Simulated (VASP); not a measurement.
Level of theory: PBE GGA, VASP's PBE PAW potentials (set 64) (plane waves; VASP).

VASP ran on this input.

**INCAR**
```
# general
SYSTEM   =  HfSiO4
PREC     =  Accurate
ENCUT    =  560
LREAL    =  F
LASPH    =  T

# electronic loop
EDIFF    =  1E-09
NELM     =  100
ALGO     =  Normal
LMAXMIX  =  6

# smearing
ISMEAR   =  0
SIGMA    =  0.01

# functional
GGA      =  PE

# ions
ISIF     =  2

# output
LWAVE    =  F
LCHARG   =  F
```

**KPOINTS**
```
Automatic mesh
0
Gamma
7 7 7
0 0 0
```

**POSCAR**
```
HfSiO4
1.0
 -3.3025860000   3.3025860000   3.0058050000
  3.3025860000  -3.3025860000   3.0058050000
  3.3025860000   3.3025860000  -3.0058050000
Hf Si O
2 2 8
direct
  0.0000000000   0.0000000000   0.0000000000
  0.7500000000   0.2500000000   0.5000000000
  0.2500000000   0.7500000000   0.5000000000
  0.5000000000   0.5000000000   0.0000000000
  0.1340900000   0.3192000000   0.8148900000
  0.0692000000   0.7543100000   0.6851100000
  0.5043100000   0.3192000000   0.1851100000
  0.0692000000   0.3840900000   0.3148900000
  0.6159100000   0.9308000000   0.6851100000
  0.6808000000   0.8659100000   0.1851100000
  0.2456900000   0.9308000000   0.3148900000
  0.6808000000   0.4956900000   0.8148900000
```

POTCAR, in this order: Hf_pv Si O (PBE.64 set). Program: vasp_std.

Output of the run:

**OSZICAR**
```
       N       E                     dE             d eps       ncg     rms          rms(c)
DAV:   1     0.512025183000E+03    0.51203E+03   -0.44595E+04  3600   0.174E+03
DAV:   2    -0.949199397604E+02   -0.60695E+03   -0.59428E+03  4596   0.408E+02
DAV:   3    -0.125193246063E+03   -0.30273E+02   -0.30194E+02  4203   0.909E+01
DAV:   4    -0.125607673325E+03   -0.41443E+00   -0.41376E+00  4600   0.115E+01
DAV:   5    -0.125614102315E+03   -0.64290E-02   -0.64248E-02  4372   0.132E+00    0.704E+01
DAV:   6    -0.108678287322E+03    0.16936E+02   -0.83444E+01  4326   0.413E+01    0.586E+01
DAV:   7    -0.108694199728E+03   -0.15912E-01   -0.42816E+00  4520   0.955E+00    0.404E+01
DAV:   8    -0.108713996989E+03   -0.19797E-01   -0.65387E-01  4315   0.482E+00    0.960E+00
DAV:   9    -0.108671810956E+03    0.42186E-01   -0.23771E-01  4256   0.248E+00    0.207E+00
DAV:  10    -0.108671779436E+03    0.31520E-04   -0.13154E-02  4622   0.630E-01    0.432E-01
DAV:  11    -0.108671674670E+03    0.10477E-03   -0.13050E-03  4416   0.193E-01    0.116E-01
DAV:  12    -0.108671768754E+03   -0.94084E-04   -0.10481E-04  4542   0.537E-02    0.469E-02
DAV:  13    -0.108671801589E+03   -0.32835E-04   -0.47485E-05  4408   0.370E-02    0.309E-02
DAV:  14    -0.108671801779E+03   -0.19050E-06   -0.32715E-06  4742   0.914E-03    0.617E-03
DAV:  15    -0.108671802033E+03   -0.25328E-06   -0.65338E-07  4136   0.451E-03    0.229E-03
DAV:  16    -0.108671802054E+03   -0.21761E-07   -0.37815E-08  4611   0.101E-03    0.203E-03
DAV:  17    -0.108671802005E+03    0.49808E-07   -0.65519E-09  4312   0.434E-04    0.334E-04
DAV:  18    -0.108671802000E+03    0.45256E-08   -0.46787E-10  2536   0.117E-04    0.123E-04
DAV:  19    -0.108671802003E+03   -0.32123E-08   -0.18866E-10  2400   0.573E-05    0.753E-05
DAV:  20    -0.108671802005E+03   -0.17517E-08   -0.42186E-11  2400   0.317E-05    0.130E-05
DAV:  21    -0.108671802005E+03    0.41382E-09    0.45660E-12  2400   0.117E-05
   1 F= -.10867180E+03 E0= -.10867180E+03  d E =-.821352E-78
```

### OUTCAR
```
------------------------ aborting loop because EDIFF is reached ----------------------------------------
  FORCE on cell =-STRESS in cart. coord.  units (eV):
  Direction    XX          YY          ZZ          XY          YZ          ZX
  --------------------------------------------------------------------------------------
  Total        0.7239792      0.7239792      0.2475369      0.0000000      0.0000000      0.0000000
  in kB        8.8451988      8.8451988      3.0242759      0.0000000      0.0000000      0.0000000
  external PRESSURE =       6.9048912 kB  Pullay stress =       0.0000000 kB
  volume of cell :      131.14
      direct lattice vectors                 reciprocal lattice vectors
    -3.302586000  3.302586000  3.005805000     0.000000000  0.151396512  0.166344789
     3.302586000 -3.302586000  3.005805000     0.151396512  0.000000000  0.166344789
     3.302586000  3.302586000 -3.005805000     0.151396512  0.151396512  0.000000000
 POSITION                                       TOTAL-FORCE (eV/Angst)
 -----------------------------------------------------------------------------------
      0.00000      0.00000      0.00000        -0.000000      0.000000      0.000000
      0.00000      3.30259      1.50290         0.000000      0.000000      0.000000
      3.30259      0.00000      1.50290        -0.000000      0.000000      0.000000
      0.00000      0.00000      3.00581         0.000000      0.000000      0.000000
      3.30259      2.07990     -1.08690         0.000000     -0.035701     -0.079366
      4.52527      0.00000      0.41600         0.035701      0.000000     -0.079366
      0.00000      1.22268      1.91891         0.000000      0.035701     -0.079366
      2.07990      0.00000      0.41600        -0.035701      0.000000     -0.079366
      3.30259      1.22268      2.58980        -0.000000      0.035701      0.079366
      1.22268      0.00000      4.09270         0.035701      0.000000      0.079366
      3.30259     -1.22268      2.58980         0.000000     -0.035701      0.079366
      2.07990      3.30259      1.08690        -0.035701      0.000000      0.079366
 -----------------------------------------------------------------------------------
    total drift:                               -0.000000     -0.000000      0.000000
  FREE ENERGIE OF THE ION-ELECTRON SYSTEM (eV)
  ---------------------------------------------------
  free  energy   TOTEN  =      -108.6718020047 eV

  energy  without entropy=     -108.6718020047  energy(sigma->0) =     -108.67180200
```
(Selected blocks of OUTCAR.)

The structure comes from a computed database's HfSiO4 entry; how it stands against other phases isn't given here. The cell was not relaxed at this level. The run is one of a series of settings (EDIFF = 1E-09, ENCUT = 560, KPOINTS 7×7×7 Γ-centred mesh against the base run), some of them coarse on purpose.
